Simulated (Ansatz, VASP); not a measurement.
**Two plane-wave programs on WI2O2**

```
W I O
1.0
    -1.87420    1.95245    8.31415
     1.87420   -1.95245    8.31415
     1.87420    1.95245   -8.31415
W I O
1 2 2
Direct
  0.00000 0.00000 0.00000
  0.16072 0.16072 0.00000
  0.83928 0.83928 0.00000
  0.50000 0.00000 0.50000
  0.00000 0.50000 0.50000
```

Alike in both runs: task single point; functional PBE; k mesh 6 × 6 × 6; occupations gaussian, width 0.1 eV; no spin polarisation.

```csv
,VASP,Ansatz
version,VASP 6.6.1,Ansatz 0.2.0
potentials or method,"VASP PAW PBE potentials, release 64 (W_sv, I, O)","scalar-relativistic, plane waves, PAW"
plane-wave cutoff (eV),520,420
valence electrons in the cell,40,60
```

Ansatz gave:

* gap on the k mesh at the Fermi level (eV): none
* pressure (GPa): 1.9
* largest component of the traceless stress (GPa): 6.96
* rms of the force components (eV/Å): 0.146

Which values does VASP return?

gap on the k mesh at the Fermi level (eV): none; pressure (GPa): 2.4; largest component of the traceless stress (GPa): 6.80; rms of the force components (eV/Å): 0.147.

Atom by atom the forces differ by 0.001 eV/Å (rms over components). A gap of «none» marks a metal or a gap that the smearing closes. With one functional, cell and mesh, what is left measures potentials, basis and numerics. The two sets of potentials don't hold the same shells in valence.

Caveats: the k mesh is coarse (spacing up to 0.39 Å⁻¹), so the values aren't converged. Spin-orbit coupling is left out, which matters for the levels of I, W.
